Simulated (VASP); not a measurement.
# TiSi2: the relaxed cell at several levels, part 2 of 3

Aim: relax TiSi2 at several levels and hold each cell against experiment. The start is a cell from a database of measured crystal structures.

VASP 6.6.1, plane waves and PAW; the level of theory is named at each step.

Still holding for the runs below: The k-mesh is coarse for a metal.

So far. Step 2 (Relaxation with PBE): It ends with a largest force of 0.006 eV/Å and a pressure of 0.04 GPa. The volume lies +0.2 % from that of the database's start. The conventional cell has a = 4.812, b = 8.281 and c = 8.540 Å.

## Step 3: Relaxation with LDA

This step: LDA; plane waves and PAW (Ti_sv, Si) (VASP 6.6.1).

LDA, the lowest rung, knows the local density alone.

File INCAR:

```
SYSTEM = TiSi2
PREC = Accurate
ENCUT = 520
EDIFF = 1E-06
NELM = 100
ISMEAR = -1
SIGMA = 0.05
LREAL = .FALSE.
ALGO = Normal
GGA = CA
NBANDS = 26
LASPH = .TRUE.
LORBIT = 11
LWAVE = .FALSE.
LCHARG = .FALSE.
KPAR = 2
IBRION = 2
NSW = 60
ISIF = 3
EDIFFG = -0.01
```

File POSCAR:

```
TiSi2
1.0
    0.0000000000      4.1340000000      4.2760500000
    2.4001000000      0.0000000000      4.2760500000
    2.4001000000      4.1340000000      0.0000000000
Ti Si
2 4
Direct
    0.7500000000      0.7500000000      0.7500000000
    0.5000000000      0.5000000000      0.5000000000
    0.0867200000      0.4132800000      0.0867200000
    0.4132800000      0.0867200000      0.4132800000
    0.1632800000      0.8367200000      0.1632800000
    0.8367200000      0.1632800000      0.8367200000
```

File KPOINTS:

```
Automatic mesh
0
Gamma
6 6 6
0 0 0
```

PAW data sets: Ti_sv and Si (PBE family, release 64).

Command:

```console
$ mpirun -np 2 vasp_std
```

Log:

```text
[banner, memory and clock lines left out]
running    2 mpi-ranks, on    1 nodes
 distrk:  each k-point on    1 cores,    2 groups
 distr:  one band on    1 cores,    1 groups

 POSCAR found type information on POSCAR TiSi
 POSCAR found :  2 types and       6 ions
|                                                                             |
|               ----> ADVICE to this user running VASP <----                  |
|                                                                             |
|     You enforced a specific xc type in the INCAR file but a different       |
|     [... a line on the potential file left out ...]
|     I HOPE YOU KNOW WHAT YOU ARE DOING!                                     |
|                                                                             |

 LDA part: xc-table for (Slater(with rela. corr.)+CA(PZ))
 , standard interpolation
 POSCAR, INCAR and KPOINTS ok, starting setup
 FFT: planning ... GRIDC
 FFT: planning ... GRID_SOFT
 FFT: planning ... GRID
 WAVECAR not read
 entering main loop
       N       E                     dE             d eps       ncg     rms          rms(c)
DAV:   1     0.384080548078E+03    0.38408E+03   -0.19192E+04  2392   0.163E+03
DAV:   2     0.492040534878E+00   -0.38359E+03   -0.37751E+03  2396   0.467E+02
DAV:   3    -0.450612764369E+02   -0.45553E+02   -0.44726E+02  4184   0.131E+02
DAV:   4    -0.483405531843E+02   -0.32793E+01   -0.32693E+01  3384   0.325E+01
DAV:   5    -0.485447129336E+02   -0.20416E+00   -0.20412E+00  3734   0.687E+00    0.186E+01
DAV:   6    -0.455246093585E+02    0.30201E+01   -0.41571E+01  3462   0.461E+01    0.652E+00
DAV:   7    -0.448769945255E+02    0.64761E+00   -0.85957E+00  3244   0.211E+01    0.483E+00
DAV:   8    -0.447972430307E+02    0.79751E-01   -0.84755E-01  3278   0.710E+00    0.977E-01
DAV:   9    -0.447883895632E+02    0.88535E-02   -0.12412E-01  3406   0.298E+00    0.441E-01
DAV:  10    -0.447889033893E+02   -0.51383E-03   -0.44144E-03  3172   0.584E-01    0.159E-01
DAV:  11    -0.447888233643E+02    0.80025E-04   -0.31070E-03  3780   0.425E-01    0.106E-01
DAV:  12    -0.447887707566E+02    0.52608E-04   -0.63624E-04  3454   0.195E-01    0.129E-02
DAV:  13    -0.447887708052E+02   -0.48614E-07   -0.15811E-05  3206   0.384E-02    0.128E-02
DAV:  14    -0.447887703192E+02    0.48602E-06   -0.32037E-06  3038   0.152E-02
   1 F= -.44788770E+02 E0= -.44780991E+02  d E =-.447888E+02
 curvature:   0.00 expect dE= 0.000E+00 dE for cont linesearch  0.000E+00
 trial: gam= 0.00000 g(F)=  0.134E-02 g(S)=  0.237E+00 ort = 0.000E+00 (trialstep = 0.100E+01)
 search vector abs. value=  0.238E+00
 bond charge predicted
       N       E                     dE             d eps       ncg     rms          rms(c)
DAV:   1    -0.467991126453E+02   -0.20103E+01   -0.49432E+01  3460   0.768E+01    0.127E+01
DAV:   2    -0.451434019156E+02    0.16557E+01   -0.17798E+01  3604   0.376E+01    0.356E+00
DAV:   3    -0.448098588255E+02    0.33354E+00   -0.23149E+00  3426   0.107E+01    0.209E+00
DAV:   4    -0.447631637594E+02    0.46695E-01   -0.61338E-01  3716   0.550E+00    0.106E+00
DAV:   5    -0.447745680451E+02   -0.11404E-01   -0.52878E-02  3442   0.194E+00    0.485E-01
DAV:   6    -0.447911266545E+02   -0.16559E-01   -0.26860E-02  3948   0.692E-01    0.235E-01
DAV:   7    -0.447926249748E+02   -0.14983E-02   -0.76167E-03  3846   0.475E-01    0.800E-02
DAV:   8    -0.447926663304E+02   -0.41356E-04   -0.32747E-04  3108   0.107E-01    0.430E-02
DAV:   9    -0.447926936180E+02   -0.27288E-04   -0.91434E-05  3332   0.734E-02    0.992E-03
DAV:  10    -0.447926933278E+02    0.29020E-06   -0.13785E-05  3586   0.202E-02    0.387E-03
DAV:  11    -0.447926933457E+02   -0.17868E-07   -0.40120E-07  1786   0.525E-03
   2 F= -.44792693E+02 E0= -.44785981E+02  d E =-.392303E-02
[... from here on, the cycles between the ionic steps are left out ...]
   3 F= -.44852159E+02 E0= -.44844947E+02  d E =-.633892E-01
   4 F= -.44852147E+02 E0= -.44844945E+02  d E =-.633767E-01
   5 F= -.44854106E+02 E0= -.44846942E+02  d E =-.195924E-02
   6 F= -.44854109E+02 E0= -.44846944E+02  d E =-.196198E-02
   7 F= -.44854946E+02 E0= -.44847814E+02  d E =-.836980E-03
   8 F= -.44855265E+02 E0= -.44848169E+02  d E =-.115644E-02
   9 F= -.44855293E+02 E0= -.44848276E+02  d E =-.277284E-04
 trial-energy change:   -0.000028  1 .order   -0.000029   -0.000574    0.000517
 step:   0.5750(harm=  0.5750)  dis= 0.00127  next Energy=   -44.855417 (dE=-0.151E-03)
 bond charge predicted
       N       E                     dE             d eps       ncg     rms          rms(c)
DAV:   1    -0.448560958065E+02   -0.80262E-03   -0.19757E-02  3404   0.156E+00    0.241E-01
DAV:   2    -0.448555561218E+02    0.53968E-03   -0.62411E-03  3604   0.707E-01    0.677E-02
DAV:   3    -0.448554192097E+02    0.13691E-03   -0.99434E-04  3484   0.206E-01    0.370E-02
DAV:   4    -0.448554063715E+02    0.12838E-04   -0.17842E-04  4148   0.958E-02    0.165E-02
DAV:   5    -0.448554118727E+02   -0.55012E-05   -0.16298E-05  3132   0.285E-02    0.974E-03
DAV:   6    -0.448554176113E+02   -0.57386E-05   -0.13232E-05  3546   0.149E-02    0.371E-03
DAV:   7    -0.448554179464E+02   -0.33507E-06   -0.12051E-06  1702   0.672E-03
  10 F= -.44855418E+02 E0= -.44848364E+02  d E =-.152543E-03
 curvature:  -0.44 expect dE=-0.679E-05 dE for cont linesearch -0.320E-08
 trial: gam= 0.03115 g(F)=  0.105E-05 g(S)=  0.144E-04 ort = 0.242E-05 (trialstep = 0.989E+00)
 search vector abs. value=  0.164E-04
 reached required accuracy - stopping structural energy minimisation
```

Run time: 3 min. Hardware: 2 MPI ranks of Intel Xeon 6975P-C (Granite Rapids), shared host; peak memory 0.5 GiB; 5.8 min of CPU time.

From OUTCAR (step 3):

```text
 Found     46 irreducible k-points:

   NELECT =      40.0000    total number of electrons

 E-fermi :  10.3513

 k-point     1 :       0.0000    0.0000    0.0000
  band No.  band energies     occupation
    ...
     17       8.0190      2.00000
     18       8.3232      2.00000
     19       8.5772      2.00000
     20       8.8997      2.00000
     21       9.3319      2.00000
     22      12.3802      0.00000
     23      13.5211      0.00000
     24      13.8021      0.00000
     25      13.8371      0.00000
     26      13.8557      0.00000

 k-point     2 :       0.1667    0.0000    0.0000
  band No.  band energies     occupation
    ...
     17       8.2269      2.00000
     18       8.3629      2.00000
     19       9.0125      2.00000
     20       9.1575      2.00000
     21       9.4167      2.00000
     22      12.0875      0.00000
     23      13.2610      0.00000
     24      13.3508      0.00000
     25      13.5272      0.00000
     26      13.6776      0.00000

  Total        0.0012174     -0.0384266      0.0177756      0.0000000      0.0000000      0.0000000
  in kB        0.0239265     -0.7552414      0.3493647      0.0000000      0.0000000      0.0000000
  external PRESSURE =      -0.1273167 kB  Pullay stress =       0.0000000 kB

  energy-cutoff  :      520.00
  volume of cell :       81.52
      direct lattice vectors                 reciprocal lattice vectors
     0.000000000  4.078800783  4.215104745    -0.210903765  0.122585051  0.118621014
     2.370749519  0.000000000  4.215104745     0.210903765 -0.122585051  0.118621014
     2.370749519  4.078800783  0.000000000     0.210903765  0.122585051 -0.118621014

 POSITION                                       TOTAL-FORCE (eV/Angst)
 -----------------------------------------------------------------------------------
      3.55612      6.11820      6.32266         0.000000      0.000000     -0.000000
      2.37075      4.07880      4.21510         0.000000      0.000000      0.000000
      1.18537      0.69257      2.10755        -0.000000     -0.002332     -0.000000
      1.18537      3.38623      2.10755        -0.000000      0.002332     -0.000000
      2.37075      1.34683      4.21510         0.000000      0.002332      0.000000
      2.37075      6.81077      4.21510         0.000000     -0.002332      0.000000
 -----------------------------------------------------------------------------------
    total drift:                               -0.000000     -0.000000     -0.000000

  FREE ENERGIE OF THE ION-ELECTRON SYSTEM (eV)
  ---------------------------------------------------
  free  energy   TOTEN  =       -44.8554179464 eV

  energy  without entropy=      -44.8413099700  energy(sigma->0) =      -44.84836396

 total charge
# of ion       s       p       d       tot
------------------------------------------
    1        2.182   6.181   2.138  10.500
    2        2.182   6.181   2.138  10.500
    3        0.772   0.878   0.000   1.649
    4        0.772   0.878   0.000   1.649
    5        0.772   0.878   0.000   1.649
    6        0.772   0.878   0.000   1.649
--------------------------------------------------
tot          7.450  15.872   4.275  27.597

[... 9 parts as in an earlier step ...]

[... 5 further parts left out ...]
```

CONTCAR:

```
TiSi2
   1.00000000000000
     0.0000000000000000    4.0788007832301041    4.2151047453245463
     2.3707495190673349    0.0000000000000000    4.2151047453245463
     2.3707495190673349    4.0788007832301041    0.0000000000000000
  Ti              Si
     2     4
Direct
     0.7500000000000000    0.7500000000000000    0.7500000000000000
     0.5000000000000000    0.5000000000000000    0.5000000000000000
     0.0848986679005505    0.4151013320994495    0.0848986679005505
     0.4151013320994495    0.0848986679005505    0.4151013320994495
     0.1651013320994495    0.8348986679005505    0.1651013320994495
     0.8348986679005505    0.1651013320994495    0.8348986679005505
```

The PAW data sets were made with PBE, though LDA sets exist; this is a small mismatch.

The steps of the relaxation:

```tsv
step	energy less that of the first step (eV)	largest force (eV/Å)	pressure (GPa)	volume (Å³)
1	0.0000	0.0832	-5.86	84.85
2	-0.0039	0.1008	6.40	78.66
3	-0.0634	0.0928	-0.08	81.62
4	-0.0634	0.0930	0.03	81.56
5	-0.0653	0.0603	0.18	81.40
6	-0.0653	0.0616	0.16	81.41
7	-0.0662	0.0365	-0.04	81.52
8	-0.0665	0.0099	-0.26	81.64
9	-0.0665	0.0046	0.21	81.41
10	-0.0666	0.0023	-0.01	81.52
```

```tsv
conventional cell, symmetrised	before	after	change
a (Å)	4.800	4.741	-1.2 %
b (Å)	8.268	8.158	-1.3 %
c (Å)	8.552	8.430	-1.4 %
volume (Å³/atom)	14.14	13.59	-3.9 %
```

The atoms that moved most (Å, as changes of fractional coordinates times the final cell):

```tsv
atom	dx	dy	dz	length
Si6	0.000	-0.015	0.000	0.015
Si4	0.000	0.015	0.000	0.015
Si3	0.000	-0.015	0.000	0.015
Si5	0.000	0.015	0.000	0.015
```

The relaxed structure:

```xyz
6
Lattice="0.0000 4.0788 4.2151 2.3707 0.0000 4.2151 2.3707 4.0788 0.0000" Properties=species:S:1:pos:R:3 pbc="T T T"
Ti    3.5561    6.1182    6.3227
Ti    2.3707    4.0788    4.2151
Si    1.1854    0.6926    2.1076
Si    1.1854    3.3862    2.1076
Si    2.3707    1.3468    4.2151
Si    2.3707    6.8108    4.2151
```

This step gave:

```yaml
free_energy_toten: -44.86 eV
energy_at_zero_smearing: -44.85 eV
fermi_energy: 10.35 eV
pressure: -0.01273 GPa
scf_cycles_over_all_ionic_steps: 82
```

It ends at 13.59 Å³/atom, -3.9 % from the start, with -0.01 GPa left. The conventional cell has a = 4.741, b = 8.158 and c = 8.430 Å.

## Step 4: Relaxation with r2SCAN

This step: r2SCAN; plane waves and PAW (Ti_sv, Si) (VASP 6.6.1).

r2SCAN adds the kinetic-energy density, costs more than a GGA and is run with LASPH.

Changes to INCAR since step 3:

```diff
@@ -9,5 +9,5 @@
 ALGO = Normal
-GGA = CA
+METAGGA = R2SCAN
+LASPH = .TRUE.
 NBANDS = 26
-LASPH = .TRUE.
 LORBIT = 11
```

POSCAR is that of step 3.

KPOINTS is that of step 3.

Command:

```console
$ mpirun -np 2 vasp_std
```

Log:

```text
[banner, memory and clock lines left out]
running    2 mpi-ranks, on    1 nodes
[...]
[... a notice as in an earlier step ...]

 LDA part: xc-table for (None), standard interpolation
 POSCAR, INCAR and KPOINTS ok, starting setup
[...]
entering main loop
       N       E                     dE             d eps       ncg     rms          rms(c)
DAV:   1     0.377904032435E+03    0.37790E+03   -0.19845E+04  2392   0.169E+03
DAV:   2    -0.223544762562E+02   -0.40026E+03   -0.39402E+03  2396   0.485E+02
DAV:   3    -0.710653389282E+02   -0.48711E+02   -0.47844E+02  4256   0.137E+02
DAV:   4    -0.749734646257E+02   -0.39081E+01   -0.38929E+01  3344   0.361E+01
[...]
DAV:  13    -0.641431005907E+02   -0.33100E-05   -0.16239E-05  3508   0.249E-02    0.577E-03
DAV:  14    -0.641431020591E+02   -0.14684E-05   -0.30126E-06  2766   0.120E-02    0.242E-03
DAV:  15    -0.641431023775E+02   -0.31842E-06   -0.52357E-07  1714   0.604E-03
   1 F= -.64143102E+02 E0= -.64135836E+02  d E =-.641431E+02
[...]
2 F= -.64142208E+02 E0= -.64135172E+02  d E =0.894056E-03
 trial-energy change:    0.000894  1 .order    0.001155   -0.022802    0.025111
 step:   0.4841(harm=  0.4759)  dis= 0.00022  next Energy=   -64.148651 (dE=-0.555E-02)
[...]
N       E                     dE             d eps       ncg     rms          rms(c)
DAV:   1    -0.641898038847E+02   -0.47596E-01   -0.10949E+00  3528   0.124E+01    0.186E+00
DAV:   2    -0.641561667487E+02    0.33637E-01   -0.40003E-01  3494   0.564E+00    0.511E-01
DAV:   3    -0.641483266903E+02    0.78401E-02   -0.48817E-02  3386   0.144E+00    0.271E-01
DAV:   4    -0.641481456429E+02    0.18105E-03   -0.79825E-03  4226   0.573E-01    0.109E-01
DAV:   5    -0.641484034458E+02   -0.25780E-03   -0.49602E-04  3094   0.156E-01    0.640E-02
DAV:   6    -0.641486876688E+02   -0.28422E-03   -0.82626E-04  3650   0.121E-01    0.274E-02
DAV:   7    -0.641486876126E+02    0.56193E-07   -0.39734E-05  3226   0.505E-02    0.183E-02
DAV:   8    -0.641486895641E+02   -0.19515E-05   -0.15043E-05  3422   0.343E-02    0.727E-03
DAV:   9    -0.641486891912E+02    0.37286E-06   -0.21469E-06  2108   0.147E-02
   3 F= -.64148689E+02 E0= -.64141546E+02  d E =-.558681E-02
[...]
reached required accuracy - stopping structural energy minimisation
```

Elapsed: 4.1 min, on 2 MPI ranks; peak memory 0.6 GiB; 8.1 min of CPU time.

OUTCAR, selected parts (step 4):

```text
  Total        0.0467598     -0.0447023     -0.0025812      0.0000000      0.0000000      0.0000000
  in kB        0.8917546     -0.8525161     -0.0492263      0.0000000      0.0000000      0.0000000
  external PRESSURE =      -0.0033293 kB  Pullay stress =       0.0000000 kB

 POSITION                                       TOTAL-FORCE (eV/Angst)
 -----------------------------------------------------------------------------------
      3.59047      6.19181      6.37695         0.000000      0.000000      0.000000
      2.39365      4.12787      4.25130         0.000000     -0.000000      0.000000
      1.19682      0.71616      2.12565         0.000000     -0.001051     -0.000000
      1.19682      3.41171      2.12565         0.000000      0.001051     -0.000000
      2.39365      1.34778      4.25130         0.000000      0.001051     -0.000000
      2.39365      6.90797      4.25130         0.000000     -0.001051     -0.000000
 -----------------------------------------------------------------------------------
    total drift:                               -0.000000     -0.000000      0.000000

  FREE ENERGIE OF THE ION-ELECTRON SYSTEM (eV)
  ---------------------------------------------------
  free  energy   TOTEN  =       -64.1486891912 eV

  energy  without entropy=      -64.1344018948  energy(sigma->0) =      -64.14154554

[... 2 parts as in an earlier step ...]

[... 2 further parts left out ...]
[key lines of the parts left out:]
E-fermi :  10.2791
```

The PAW data sets were made with PBE, which is usual practice but a small mismatch for other functionals.

Relaxation path:

```tsv
step	energy less that of the first step (eV)	largest force (eV/Å)	pressure (GPa)	volume (Å³)
1	0.0000	0.0095	-1.61	84.85
2	0.0009	0.0123	1.78	83.12
3	-0.0056	0.0011	0.00	84.01
```

```tsv
conventional cell, symmetrised	before	after	change
a (Å)	4.800	4.787	-0.3 %
b (Å)	8.268	8.256	-0.1 %
c (Å)	8.552	8.503	-0.6 %
volume (Å³/atom)	14.14	14.00	-1.0 %
```

Final coordinates:

```xyz
6
Lattice="0.0000 4.1279 4.2513 2.3936 0.0000 4.2513 2.3936 4.1279 0.0000" Properties=species:S:1:pos:R:3 pbc="T T T"
Ti    3.5905    6.1918    6.3770
Ti    2.3936    4.1279    4.2513
Si    1.1968    0.7162    2.1257
Si    1.1968    3.4117    2.1257
Si    2.3936    1.3478    4.2513
Si    2.3936    6.9080    4.2513
```

It ends at 14.00 Å³/atom, -1.0 % from the start, with 0.00 GPa left. The conventional cell has a = 4.787, b = 8.256 and c = 8.503 Å.

(Part 2 of 3 ends here.)

[Lines on the potential files, build, host, timing and source positions are cut from VASP's logs without a mark.]

[Logs are printed without paths, hosts, clocks, repeated set-up lines and the standing remarks that a program may print on its own settings, such as how far it seeks lower states.]

[Hosts, paths, dates, database ids (printed as entryN), source tags and the programs' standing remarks are cut or masked in the printed files.]

[A measured line is paired with the nearest computed mode of its activity, which favours agreement.]
